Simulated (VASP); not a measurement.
Given:

```
WS2
1.0
    1.57321    -2.72488     0.00000
    1.57321     2.72488     0.00000
    0.00000     0.00000    12.56614
W S
2 4
Direct
  0.33333   0.66667   0.25000
  0.66667   0.33333   0.75000
  0.33333   0.66667   0.87485
  0.66667   0.33333   0.37485
  0.66667   0.33333   0.12515
  0.33333   0.66667   0.62515
```

Level of theory: PBEsol GGA, VASP's PBE PAW potentials (set 64) (plane waves; VASP). Run with 500 eV cut-off, 8×8×2 Γ-centred mesh, Gaussian smearing of 0.050 eV, potentials W_sv S.

Energy and stress use the plane-wave basis of the starting cell. Without a dispersion term in the relaxation, distances and binding between the weakly bound layers, chains or molecules are unreliable, and so is what depends on them.

**Question.** The ions, cell shape and volume at an external pressure of 5.0 GPa are relaxed. What does this cell relax into?

**Answer.** 
```
WS2
1.0
    1.55395    -2.69153     0.00000
    1.55395     2.69153     0.00000
    0.00000     0.00000    11.70269
W S
2 4
Direct
  0.33333   0.66667   0.25000
  0.66667   0.33333   0.75000
  0.33333   0.66667   0.88451
  0.66667   0.33333   0.38451
  0.66667   0.33333   0.11549
  0.33333   0.66667   0.61549
```
Space group P6_3/mmc (194), at a tolerance of 0.03 Å.

**Question.** How do energy and volume change from the first to the last step?

**Answer.** The energy (σ→0) changes by +22.0 meV/atom and the volume by -9.1 %, in 13 ionic steps.

The compound is WS2 in the 2H layered structure. This run relaxes it under an external pressure of 5 GPa. Symmetry was kept, so distortions that lower it aren't found.
